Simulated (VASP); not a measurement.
These are PBE GGA, VASP's PBE PAW potentials (set 64) (plane waves; VASP) values and carry that method's errors.

Input for VASP

INCAR:
```
LWAVE = .False.
LREAL = .False.
ISIF = 2   ! forces and stress, cell fixed
SYSTEM = I
GGA = PE
LMAXMIX = 4   ! l cut-off of mixed one-centre charges
SIGMA = 0.01
LCHARG = .False.
ISMEAR = -1   ! Fermi-Dirac
ALGO = Normal
ENCUT = 300   ! plane-wave cut-off (eV)
PREC = Accurate
EDIFF = 1E-6
NELM = 100   ! most electronic steps
LASPH = .True.   ! aspherical one-centre terms
```

### KPOINTS
```
Automatic mesh
0
Gamma
6 6 3
0 0 0
```

**POSCAR**
```
I
1
    2.4029040000    -3.6469960000     0.0000000000
    2.4029040000     3.6469960000     0.0000000000
    0.0000000000     0.0000000000     9.8223070000
I
4
Direct
  0.8460000000   0.8460000000   0.8830000000
  0.6540000000   0.6540000000   0.3830000000
  0.3460000000   0.3460000000   0.6170000000
  0.1540000000   0.1540000000   0.1170000000
```

POTCAR, in this order: I (PBE.64 set). Program: vasp_std.

What VASP printed:

### OSZICAR
```
       N       E                     dE             d eps       ncg     rms          rms(c)
DAV:   1     0.131381142424E+03    0.13138E+03   -0.77321E+03   936   0.797E+02
DAV:   2     0.285568157209E+01   -0.12853E+03   -0.12699E+03  1352   0.157E+02
DAV:   3    -0.598254485381E+01   -0.88382E+01   -0.88231E+01  1068   0.499E+01
DAV:   4    -0.618766499627E+01   -0.20512E+00   -0.20509E+00  1326   0.920E+00
DAV:   5    -0.618967790068E+01   -0.20129E-02   -0.20129E-02  1078   0.752E-01    0.917E+00
DAV:   6    -0.601394151614E+01    0.17574E+00   -0.16209E-01  1008   0.209E+00    0.619E+00
DAV:   7    -0.596412894471E+01    0.49813E-01   -0.39594E-01   998   0.329E+00    0.591E-01
DAV:   8    -0.595494009017E+01    0.91889E-02   -0.53836E-02   982   0.127E+00    0.347E-01
DAV:   9    -0.595504772226E+01   -0.10763E-03   -0.11409E-03  1030   0.228E-01    0.107E-01
DAV:  10    -0.595512918297E+01   -0.81461E-04   -0.13690E-04  1054   0.777E-02    0.119E-02
DAV:  11    -0.595513195204E+01   -0.27691E-05   -0.69955E-06  1112   0.163E-02    0.659E-03
DAV:  12    -0.595513364761E+01   -0.16956E-05   -0.15979E-06   594   0.821E-03    0.336E-03
DAV:  13    -0.595513404023E+01   -0.39262E-06   -0.37870E-07   562   0.405E-03
   1 F= -.59551340E+01 E0= -.59551340E+01  d E =-.750258E-13
```

OUTCAR:
```
------------------------ aborting loop because EDIFF is reached ----------------------------------------
  FORCE on cell =-STRESS in cart. coord.  units (eV):
  Direction    XX          YY          ZZ          XY          YZ          ZX
  --------------------------------------------------------------------------------------
  Total        0.4077542      1.2988502      0.7251463      0.0000000      0.0000000      0.0000000
  in kB        3.7948430     12.0879999      6.7487137      0.0000000      0.0000000      0.0000000
  external PRESSURE =       7.5438522 kB  Pullay stress =       0.0000000 kB
  volume of cell :      172.15
      direct lattice vectors                 reciprocal lattice vectors
     2.402904000 -3.646996000  0.000000000     0.208081555 -0.137099136  0.000000000
     2.402904000  3.646996000  0.000000000     0.208081555  0.137099136  0.000000000
     0.000000000  0.000000000  9.822307000     0.000000000  0.000000000  0.101809076
 POSITION                                       TOTAL-FORCE (eV/Angst)
 -----------------------------------------------------------------------------------
      4.06571      0.00000      8.67310        -0.134549      0.000000     -0.371179
      3.14300      0.00000      3.76194         0.134549      0.000000     -0.371179
      1.66281      0.00000      6.06036        -0.134549      0.000000      0.371179
      0.74009      0.00000      1.14921         0.134549      0.000000      0.371179
 -----------------------------------------------------------------------------------
    total drift:                                0.000000     -0.000000      0.000000
  FREE ENERGIE OF THE ION-ELECTRON SYSTEM (eV)
  ---------------------------------------------------
  free  energy   TOTEN  =        -5.9551340402 eV

  energy  without entropy=       -5.9551340402  energy(sigma->0) =       -5.95513404
```
(Selected blocks of OUTCAR.)

The structure is a typed I crystal. The cell was not relaxed at this level. The run is one of a series of settings (KPOINTS 6×6×3 Γ-centred mesh against the base run), some of them coarse on purpose.
